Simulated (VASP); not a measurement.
Input:

```xyz
2
Lattice="0.0000 2.8111 2.8111 2.8111 0.0000 2.8111 2.8111 2.8111 0.0000" Properties=species:S:1:pos:R:3 pbc="T T T"
Ge     0.0000     0.0000     0.0000
Ge     1.4055     1.4055     1.4055
```

Method: LDA (Ceperley-Alder, Perdew-Zunger), VASP's LDA PAW potentials (set 64) (plane waves; VASP). Run with 500 eV cut-off, 11×11×11 Γ-centred mesh, first-order Methfessel-Paxton smearing of 0.10 eV, potentials Ge_d.

Energy and stress use the plane-wave basis of the starting cell.

Q: The ions, cell shape and volume at an external pressure of 5.0 GPa are relaxed. Predict the relaxed structure.

A: 
```xyz
2
Lattice="0.0000 2.7571 2.7571 2.7571 0.0000 2.7571 2.7571 2.7571 0.0000" Properties=species:S:1:pos:R:3 pbc="T T T"
Ge     0.0000     0.0000     0.0000
Ge     1.3786     1.3786     1.3786
```
Space group Fd-3m (227), at a tolerance of 0.03 Å.

Q: How do energy and volume change from the first to the last step?

A: The energy (σ→0) changes by +18.5 meV/atom and the volume by -5.6 %, in 3 ionic steps.

The compound is Ge in the diamond structure. This run relaxes it under an external pressure of 5 GPa. Symmetry was kept, so distortions that lower it aren't found.
